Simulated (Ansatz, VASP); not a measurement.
**Two plane-wave programs on HfAlO**

```
Hf Al O
1.0
     3.63933    0.00000    0.00000
    -1.81967    3.15176    0.00000
     0.00000    0.00000    7.36400
Hf Al O
2 2 2
Cartesian
  0.0000 2.1012 1.8410
  1.8197 1.0506 5.5230
  0.0000 0.0000 3.6820
  0.0000 0.0000 0.0000
  1.8197 1.0506 1.8410
  0.0000 2.1012 5.5230
```

Change from the starting cell: species swapped into the EuPPd type (P6_3/mmc, No. 194).

Alike in both runs: task single point; functional PBE; k mesh 6 × 6 × 4; occupations gaussian, width 0.1 eV; no spin polarisation.

|  | VASP | Ansatz |
| --- | --- | --- |
| version | VASP 6.6.1 | Ansatz 0.2.0 |
| potentials or method | VASP PAW PBE potentials, release 64 (Hf_pv, Al, O) | scalar-relativistic, plane waves, PAW |
| plane-wave cutoff (eV) | 520 | 420 |
| valence electrons in the cell | 38 | 70 |

Ansatz gave:

- gap on the k mesh at the Fermi level (eV): none
- pressure (GPa): 21.2
- largest component of the traceless stress (GPa): 19.33

Question: What did VASP give for the same quantities?

Answer: gap on the k mesh at the Fermi level (eV): none; pressure (GPa): 20.3; largest component of the traceless stress (GPa): 20.00.

A gap of «none» marks a metal or a gap that the smearing closes. The two sets of potentials don't hold the same shells in valence.

Caveats: so large a pressure means that the cell lies far from this level's equilibrium, or that cutoff or potentials fall short (VASP). Spin-orbit coupling is left out, which matters for the levels of Hf.
